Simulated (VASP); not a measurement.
The input files of a VASP run:

**POSCAR**
```
SiC
1
    1.5400000000    -2.6673580000     0.0000000000
    1.5400000000     2.6673580000     0.0000000000
    0.0000000000     0.0000000000     5.0500000000
Si C
2 2
Direct
  0.6962554688   0.3816666091   0.5000000000
  0.3333330000   0.6666670000   0.0000000000
  0.6666670000   0.3333330000   0.8750000000
  0.3333330000   0.6666670000   0.3750000000
```

INCAR:
```
SYSTEM = SiC
PREC = Accurate
ENCUT = 520
EDIFF = 1E-3
NELM = 100
ALGO = Normal
LREAL = .FALSE.
LASPH = .TRUE.
ISMEAR = 0
SIGMA = 0.05
GGA = PE
LWAVE = .FALSE.
LCHARG = .FALSE.
ISIF = 3
IBRION = 2
NSW = 40
EDIFFG = -0.001
```

KPOINTS:
```
Automatic mesh
0
Gamma
6 6 4
0 0 0
```

POTCAR, in this order: Si C (PBE.64 set). Program: vasp_std.

Problem. One choice in this input is risky. Which, and does it do harm here?

Solution. The risk: EDIFF is too loose for the force threshold. Here it does no harm: the run (PBE GGA, plane waves, VASP's PBE PAW potentials (set 64)) converges to the same energy and pressure as with the safe setting.
**OSZICAR**
```
...
       N       E                     dE             d eps       ncg     rms          rms(c)
DAV:   1    -0.300996816491E+02   -0.25046E-04   -0.25897E-03  2128   0.440E-01    0.256E-02
DAV:   2    -0.300996736723E+02    0.79768E-05   -0.59921E-05  1140   0.709E-02
  20 F= -.30099674E+02 E0= -.30099674E+02  d E =-.173666E-04
       N       E                     dE             d eps       ncg     rms          rms(c)
DAV:   1    -0.300996718111E+02    0.98380E-05   -0.13654E-04   996   0.104E-01    0.481E-03
DAV:   2    -0.300996725329E+02   -0.72179E-06   -0.10472E-05   948   0.301E-02
  21 F= -.30099673E+02 E0= -.30099673E+02  d E =-.162272E-04
       N       E                     dE             d eps       ncg     rms          rms(c)
DAV:   1    -0.300996743656E+02   -0.25545E-05   -0.84056E-05   960   0.799E-02    0.527E-03
DAV:   2    -0.300996743200E+02    0.45568E-07   -0.55039E-06   960   0.223E-02
  22 F= -.30099674E+02 E0= -.30099674E+02  d E =-.180143E-04
       N       E                     dE             d eps       ncg     rms          rms(c)
DAV:   1    -0.300996741754E+02    0.19012E-06   -0.12149E-06   948   0.102E-02    0.102E-03
DAV:   2    -0.300996741839E+02   -0.85006E-08   -0.17553E-07   948   0.330E-03
  23 F= -.30099674E+02 E0= -.30099674E+02  d E =-.178782E-04
       N       E                     dE             d eps       ncg     rms          rms(c)
DAV:   1    -0.300996751782E+02   -0.10027E-05   -0.29762E-05   948   0.510E-02    0.343E-03
DAV:   2    -0.300996750248E+02    0.15335E-06   -0.20152E-06   948   0.136E-02
  24 F= -.30099675E+02 E0= -.30099675E+02  d E =-.840857E-06
       N       E                     dE             d eps       ncg     rms          rms(c)
DAV:   1    -0.300996748781E+02    0.30005E-06   -0.10912E-06   948   0.999E-03    0.909E-04
DAV:   2    -0.300996748586E+02    0.19542E-07   -0.13687E-07   948   0.317E-03
  25 F= -.30099675E+02 E0= -.30099675E+02  d E =-.674624E-06
       N       E                     dE             d eps       ncg     rms          rms(c)
DAV:   1    -0.300996748535E+02    0.24630E-07   -0.19814E-07   936   0.416E-03    0.248E-04
DAV:   2    -0.300996748543E+02   -0.83696E-09   -0.15391E-08   936   0.118E-03
  26 F= -.30099675E+02 E0= -.30099675E+02  d E =-.670372E-06
       N       E                     dE             d eps       ncg     rms          rms(c)
DAV:   1    -0.300996748601E+02   -0.66157E-08   -0.59012E-08   924   0.228E-03    0.180E-04
DAV:   2    -0.300996748612E+02   -0.10914E-08   -0.42257E-09   924   0.632E-04
  27 F= -.30099675E+02 E0= -.30099675E+02  d E =-.677242E-06
       N       E                     dE             d eps       ncg     rms          rms(c)
DAV:   1    -0.300996748641E+02   -0.40081E-08   -0.14208E-08   924   0.114E-03    0.841E-05
DAV:   2    -0.300996748649E+02   -0.80536E-09   -0.11760E-09   924   0.320E-04
  28 F= -.30099675E+02 E0= -.30099675E+02  d E =-.680964E-06
       N       E                     dE             d eps       ncg     rms          rms(c)
DAV:   1    -0.300996749137E+02   -0.49574E-07   -0.40737E-06   924   0.187E-02    0.601E-04
DAV:   2    -0.300996749333E+02   -0.19576E-07   -0.17167E-07   924   0.417E-03
  29 F= -.30099675E+02 E0= -.30099675E+02  d E =-.683444E-07
```

The compound is SiC in the wurtzite structure, the rare 2H polytype. In the starting cell atoms are displaced from their ideal sites.
